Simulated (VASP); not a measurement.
Here is the system:

```
Cd3HgTe4
1.0
    0.00000     3.24912     3.24912
    3.24912     0.00000     3.24912
   12.97299    12.97299     0.02350
Hg Te Cd
1 4 3
Direct
  0.00008   0.00008   0.99994
  0.24938   0.24938   0.06297
  0.25016   0.25016   0.31238
  0.25020   0.25020   0.56235
  0.25079   0.25079   0.81191
  0.99964   0.99964   0.25027
  0.99997   0.99997   0.50002
  0.99977   0.99977   0.75017
```

Method: PBEsol GGA, VASP's PBE PAW potentials (set 64) (plane waves; VASP 6.6.1). Settings: 400 eV cut-off, 7×7×2 Γ-centred mesh, tetrahedra with Blöchl corrections, potentials Hg Te Cd.

Unless said otherwise, spin-orbit coupling is left out, though it shifts the bands of the heavy elements here.

Tabulate the total density of states (states/eV per cell) against energy (eV; zero at the valence-band maximum or, without a gap, the Fermi level).

```
E (eV) | DOS (states/eV)
    -9.94 |  0.00
    -9.74 |  0.00
    -9.43 |  0.00
    -9.23 |  0.00
    -9.03 |  0.00
    -8.82 |  0.00
    -8.52 |  0.00
    -8.31 | ############################## 98.9
    -8.11 | ########################### 89.0
    -7.90 | #### 12.9
    -7.60 | # 2.01
    -7.40 |  0.00
    -7.19 |  0.00
    -6.99 |  0.00
    -6.68 | ### 9.60
    -6.48 | ######### 29.0
    -6.27 | ## 5.69
    -6.07 |  0.00
    -5.76 |  0.00
    -5.56 |  0.00
    -5.36 |  0.00
    -5.15 |  0.00
    -4.85 | # 2.47
    -4.64 | # 3.41
    -4.44 | # 3.82
    -4.24 | ## 6.98
    -3.93 | # 3.83
    -3.73 | # 3.04
    -3.52 | # 1.75
    -3.32 |  1.28
    -3.01 |  1.03
    -2.81 |  0.88
    -2.60 | ## 6.23
    -2.40 | ## 6.92
    -2.09 | ## 7.57
    -1.89 | ### 9.73
    -1.69 | ### 8.43
    -1.48 | ### 9.08
    -1.18 | ## 8.13
    -0.97 | ### 8.58
    -0.77 | ## 5.10
    -0.57 | # 3.02
    -0.26 | # 1.70
    -0.06 |  0.30
     0.15 |  0.00
     0.35 |  0.01
     0.66 |  0.05
     0.86 |  0.09
     1.07 |  0.15
     1.27 |  0.23
     1.58 |  1.38
     1.78 | # 2.41
     1.98 | # 3.13
     2.19 | # 2.93
     2.49 | ## 5.25
     2.70 | ## 6.91
     2.90 | ## 7.30
     3.10 | ## 5.42
     3.41 | # 3.60
     3.61 | # 2.85
```
Within 2 eV below the valence-band maximum the largest weight inside VASP's projection spheres is Te p.

The structure was generated: Cd3HgTe4 was put into an ordered model structure (R3m), which need not be its known phase. It was relaxed first.
